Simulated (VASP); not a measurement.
Consider the following.

```
MgI2
1.0
    2.03613    -3.52668     0.00000
    2.03613     3.52668     0.00000
    0.00000     0.00000     6.78730
Mg I
1 2
Direct
  0.00000   0.00000   0.00000
  0.33333   0.66667   0.24250
  0.66667   0.33333   0.75750
```

Computed with PBE GGA with D3 dispersion (zero damping), VASP's PBE PAW potentials (set 64) (plane waves; VASP). Run with 520 eV cut-off, 6×6×3 Γ-centred mesh, Gaussian smearing of 0.050 eV, potentials Mg I.

**Question.** The ions and cell shape at fixed volume are relaxed. What does this cell relax into?

**Answer.** 
```
MgI2
1.0
    2.04921    -3.54934     0.00000
    2.04921     3.54934     0.00000
    0.00000     0.00000     6.70089
Mg I
1 2
Cartesian
  0.00000   0.00000   0.00000
  2.04921   1.18312   1.67573
  2.04921  -1.18312   5.02517
```
Space group P-3m1 (164), at a tolerance of 0.03 Å.

**Question.** How much energy does the relaxation gain?

**Answer.** The energy (σ→0) changes by -5.4 meV/atom, in 6 ionic steps.

```csv
step,E(σ→0) (eV),max force (eV/Å),pressure (GPa),volume (Å³)
1,-8.3043,0.306,2.29,97.48
2,-8.3120,0.207,2.03,97.48
3,-8.3189,0.004,1.50,97.48
4,-8.3201,0.001,1.46,97.48
5,-8.3203,0.008,1.39,97.48
6,-8.3205,0.005,1.42,97.48
```

The compound is MgI2 in the 1T layered structure. This cell is one point of a volume scan, at 0.94 of the reference volume. Symmetry was kept, so distortions that lower it aren't found.
